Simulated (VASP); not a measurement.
All values below come from HSE06 screened hybrid, VASP's PBE PAW potentials (set 64) (plane waves; VASP).

VASP ran on this input.

File KPOINTS:
```
Automatic
0
gamma
1 1 1
0 0 0
```

**POSCAR**
```
BeB31N32
1
    7.2488848260     0.0000000000     0.0000000000
    0.0000000000     7.2488848260     0.0000000000
    0.0000000000     0.0000000000     7.2488848260
B N Be
31 32 1
Direct
  0.4985229720   0.0004437275   0.0004966124
  0.7491011089   0.2505814154   0.0000158251
  0.7490169038   0.9999170287   0.2507583987
  0.9993748365   0.0003678055   0.0004703121
  0.2494828582   0.2504962340   0.0007816828
  0.4994222540   0.5002569867   0.0004557425
  0.7492181882   0.7502336653   0.0007976172
  0.2494248915   0.0008033065   0.2505119441
  0.4999620436   0.2510595161   0.2510797949
  0.7485920983   0.4996711657   0.2511632217
  0.4993887992   0.0002892366   0.5004267027
  0.7486257768   0.2510219487   0.4999044488
  0.7493154065   0.0006093189   0.7504744803
  0.9992448895   0.5012263360   0.0004360635
  0.2492733285   0.7504681768   0.0000383137
  0.9997471340   0.2506635948   0.2507098297
  0.2489086662   0.5028704744   0.2505421272
  0.4967757140   0.7507169993   0.2506872352
  0.9992352526   0.0003834446   0.5013750642
  0.2489977462   0.2504930171   0.5028830509
  0.7491548814   0.7506253438   0.5029633046
  0.2492990319   0.9999828506   0.7505322435
  0.4969183708   0.2504977366   0.7508029181
  0.7490991260   0.5027951113   0.7507111381
  0.9989157056   0.7503560535   0.2505116489
  0.9993034255   0.5002981959   0.5003190754
  0.2493902580   0.7502333786   0.4990511739
  0.9989907253   0.2504324196   0.7504121097
  0.2495737372   0.4990547334   0.7501536292
  0.5007903914   0.7501692807   0.7502449768
  0.9996874235   0.7504230419   0.7505560405
  0.6266266249   0.1223593688   0.1224308047
  0.8773510373   0.3730518951   0.1224306535
  0.8773445738   0.1223516886   0.3732289106
  0.1259704597   0.1237544952   0.1237826603
  0.3759538979   0.3738833035   0.1238269188
  0.6258408303   0.6236813421   0.1238615892
  0.8759819354   0.8737437244   0.1238033042
  0.3759707004   0.1237324465   0.3739165923
  0.6337351206   0.3658041775   0.3659941585
  0.8759440245   0.6236962828   0.3739170184
  0.6258852195   0.1236202393   0.6239265238
  0.8759148729   0.3737980990   0.6238028505
  0.8760331888   0.1236690478   0.8738950406
  0.1245450336   0.6238844594   0.1222821925
  0.3758551228   0.8751477196   0.1223401661
  0.1257701554   0.3740128794   0.3740416163
  0.3694647286   0.6301315719   0.3662313490
  0.6257274064   0.8738651222   0.3741571883
  0.1245906169   0.1221900455   0.6239644641
  0.3695581380   0.3660800753   0.6301072586
  0.6334619007   0.6299985848   0.6301152238
  0.8774657851   0.8750019833   0.6240460397
  0.3758894851   0.1222538914   0.8752242260
  0.6257245332   0.3739362231   0.8739504803
  0.8773920632   0.6238421588   0.8751385935
  0.1251241056   0.8745513324   0.3733723130
  0.1260610635   0.6236522507   0.6236913157
  0.3760402263   0.8735332625   0.6237393066
  0.1252134383   0.3732753094   0.8745575492
  0.3760828974   0.6236102484   0.8735641788
  0.6264554923   0.8744666977   0.8746382036
  0.1260384371   0.8737136461   0.8738212017
  0.4969059396   0.5027378831   0.5026653812
```

INCAR:
```
AEXX = 0.25
ALGO = Normal
EDIFF = 1E-5
ENCUT = 400
GGA = PE
HFSCREEN = 0.2
ISIF = 0
ISMEAR = 0
ISYM = 0
LASPH = .True.
LCHARG = .False.
LHFCALC = .True.
LREAL = Auto
LWAVE = .False.
NELECT = 254.0
NELM = 50
NELMIN = 4
PREC = Normal
PRECFOCK = Fast
SIGMA = 0.05
SYSTEM = BeB31N32
```

POTCAR, in this order: B N Be (PBE.64 set). Program: vasp_gam. Read from the step before: WAVECAR.

Output

File OUTCAR:
```
 ion  position               nearest neighbor table
   1  0.499  0.000  0.000-  54 1.55  46 1.55  32 1.56  62 1.59
   2  0.749  0.251  0.000-  55 1.56  32 1.56  33 1.56  44 1.59
   3  0.749  1.000  0.251-  49 1.56  32 1.56  34 1.56  38 1.59
   4  0.999  0.000  0.000-  44 1.56  35 1.56  38 1.56  63 1.59
   5  0.249  0.250  0.001-  36 1.56  35 1.56  60 1.56  54 1.59
   6  0.499  0.500  0.000-  36 1.56  37 1.56  61 1.56  55 1.59
   7  0.749  0.750  0.001-  37 1.56  62 1.56  38 1.56  56 1.59
   8  0.249  0.001  0.251-  39 1.56  35 1.56  57 1.56  46 1.59
   9  0.500  0.251  0.251-  40 1.53  36 1.57  39 1.57  32 1.61
  10  0.749  0.500  0.251-  40 1.53  37 1.57  41 1.57  33 1.61
  11  0.499  0.000  0.500-  42 1.56  39 1.56  59 1.56  49 1.59
  12  0.749  0.251  0.500-  40 1.53  43 1.57  42 1.57  34 1.61
  13  0.749  0.001  0.750-  42 1.56  62 1.56  44 1.56  53 1.59
  14  0.999  0.501  0.000-  56 1.55  45 1.55  33 1.56  60 1.59
  15  0.249  0.750  0.000-  63 1.56  45 1.56  46 1.56  61 1.59
  16  1.000  0.251  0.251-  47 1.56  33 1.56  34 1.56  35 1.59
  17  0.249  0.503  0.251-  48 1.52  45 1.56  47 1.57  36 1.60
  18  0.497  0.751  0.251-  48 1.52  46 1.56  49 1.57  37 1.60
  19  0.999  0.000  0.501-  50 1.55  53 1.55  34 1.56  57 1.59
  20  0.249  0.250  0.503-  51 1.52  50 1.56  47 1.57  39 1.60
  21  0.749  0.751  0.503-  52 1.52  53 1.56  49 1.57  41 1.60
  22  0.249  1.000  0.751-  63 1.56  50 1.56  54 1.56  59 1.59
  23  0.497  0.250  0.751-  51 1.52  54 1.56  55 1.57  42 1.60
  24  0.749  0.503  0.751-  52 1.52  56 1.56  55 1.57  43 1.60
  25  0.999  0.750  0.251-  38 1.56  41 1.56  57 1.56  45 1.59
  26  0.999  0.500  0.500-  41 1.56  43 1.56  58 1.56  47 1.59
  27  0.249  0.750  0.499-  48 1.56  57 1.57  58 1.57  59 1.57
  28  0.999  0.250  0.750-  43 1.56  60 1.56  44 1.56  50 1.59
  29  0.250  0.499  0.750-  51 1.56  61 1.57  60 1.57  58 1.57
  30  0.501  0.750  0.750-  52 1.56  62 1.57  61 1.57  59 1.57
  31  1.000  0.750  0.751-  63 1.56  53 1.56  56 1.56  58 1.59
  32  0.627  0.122  0.122-   1 1.56   2 1.56   3 1.56   9 1.61
  33  0.877  0.373  0.122-  14 1.56  16 1.56   2 1.56  10 1.61
  34  0.877  0.122  0.373-  19 1.56  16 1.56   3 1.56  12 1.61
  35  0.126  0.124  0.124-   8 1.56   5 1.56   4 1.56  16 1.59
  36  0.376  0.374  0.124-   5 1.56   6 1.56   9 1.57  17 1.60
  37  0.626  0.624  0.124-   7 1.56   6 1.56  10 1.57  18 1.60
  38  0.876  0.874  0.124-  25 1.56   7 1.56   4 1.56   3 1.59
  39  0.376  0.124  0.374-   8 1.56  11 1.56   9 1.57  20 1.60
  40  0.634  0.366  0.366-   9 1.53  10 1.53  12 1.53  64 1.72
  41  0.876  0.624  0.374-  25 1.56  26 1.56  10 1.57  21 1.60
  42  0.626  0.124  0.624-  13 1.56  11 1.56  12 1.57  23 1.60
  43  0.876  0.374  0.624-  28 1.56  26 1.56  12 1.57  24 1.60
  44  0.876  0.124  0.874-  13 1.56  28 1.56   4 1.56   2 1.59
  45  0.125  0.624  0.122-  14 1.55  15 1.56  17 1.56  25 1.59
  46  0.376  0.875  0.122-   1 1.55  15 1.56  18 1.56   8 1.59
  47  0.126  0.374  0.374-  16 1.56  17 1.57  20 1.57  26 1.59
  48  0.369  0.630  0.366-  18 1.52  17 1.52  27 1.56  64 1.64
  49  0.626  0.874  0.374-   3 1.56  21 1.57  18 1.57  11 1.59
  50  0.125  0.122  0.624-  19 1.55  22 1.56  20 1.56  28 1.59
  51  0.370  0.366  0.630-  20 1.52  23 1.52  29 1.56  64 1.64
  52  0.633  0.630  0.630-  24 1.52  21 1.52  30 1.56  64 1.64
  53  0.877  0.875  0.624-  19 1.55  31 1.56  21 1.56  13 1.59
  54  0.376  0.122  0.875-   1 1.55  22 1.56  23 1.56   5 1.59
  55  0.626  0.374  0.874-   2 1.56  23 1.57  24 1.57   6 1.59
  56  0.877  0.624  0.875-  14 1.55  31 1.56  24 1.56   7 1.59
  57  0.125  0.875  0.373-  25 1.56   8 1.56  27 1.57  19 1.59
  58  0.126  0.624  0.624-  26 1.56  27 1.57  29 1.57  31 1.59
  59  0.376  0.874  0.624-  11 1.56  30 1.57  27 1.57  22 1.59
  60  0.125  0.373  0.875-  28 1.56   5 1.56  29 1.57  14 1.59
  61  0.376  0.624  0.874-   6 1.56  29 1.57  30 1.57  15 1.59
  62  0.626  0.874  0.875-   7 1.56  13 1.56  30 1.57   1 1.59
  63  0.126  0.874  0.874-  15 1.56  22 1.56  31 1.56   4 1.59
  64  0.497  0.503  0.503-  48 1.64  52 1.64  51 1.64  40 1.72
 Subroutine IBZKPT returns following result:
 Found      1 irreducible k-points:

 Following reciprocal coordinates:
            Coordinates               Weight
  0.000000  0.000000  0.000000      1.000000
 Subroutine IBZKPT_HF returns following result:
   k-points           NKPTS =      1   k-points in BZ     NKDIM =      1   number of bands    NBANDS=    160
   number of dos      NEDOS =    301   number of ions     NIONS =     64
   total plane-waves  NPLWV =  46656
...
```

**OSZICAR**
```
       N       E                     dE             d eps       ncg     rms          rms(c)
DAV:   1    -0.651193190428E+03   -0.65119E+03   -0.74631E+00   320   0.833E+00    0.265E+00
DAV:   2    -0.651223270786E+03   -0.30080E-01   -0.11914E-01   360   0.908E-01    0.170E+00
DAV:   3    -0.651205619343E+03    0.17651E-01   -0.93621E-03   360   0.287E-01    0.947E-01
DAV:   4    -0.651200510227E+03    0.51091E-02   -0.56674E-03   368   0.188E-01    0.526E-01
DAV:   5    -0.651199266682E+03    0.12435E-02   -0.13053E-03   376   0.920E-02    0.293E-01
DAV:   6    -0.651198880305E+03    0.38638E-03   -0.26469E-04   360   0.463E-02    0.160E-01
DAV:   7    -0.651198765171E+03    0.11513E-03   -0.82598E-05   368   0.271E-02    0.856E-02
DAV:   8    -0.651198732836E+03    0.32335E-04   -0.19201E-05   224   0.141E-02    0.476E-02
DAV:   9    -0.651198723631E+03    0.92053E-05   -0.70164E-06   216   0.905E-03
   1 F= -.65119872E+03 E0= -.65119872E+03  d E =-.141284E-11
```

OUTCAR:
```
------------------------ aborting loop because EDIFF is reached ----------------------------------------
  volume of cell :      380.90
      direct lattice vectors                 reciprocal lattice vectors
     7.248884826  0.000000000  0.000000000     0.137952254  0.000000000  0.000000000
     0.000000000  7.248884826  0.000000000     0.000000000  0.137952254  0.000000000
     0.000000000  0.000000000  7.248884826     0.000000000  0.000000000  0.137952254
  FREE ENERGIE OF THE ION-ELECTRON SYSTEM (eV)
  ---------------------------------------------------
  free  energy   TOTEN  =      -651.1987236307 eV

  energy  without entropy=     -651.1987236307  energy(sigma->0) =     -651.19872363

  exchange ACFDT corr.  =         0.00000000  see jH, gK, PRB 81, 115126
```
(Selected blocks of OUTCAR.)

The cell is charged, with a uniform compensating background. The supercell is sampled at Γ alone, which is coarse: total energies, pressure and levels can be off, energies of defects by several tenths of an eV.

The cell is a supercell with a defect, built from BN (zinc blende): Be_B, charge +1. The cell's shape comes from a PBE relaxation. The run is not spin-polarised, so no state with unpaired spins was tried.
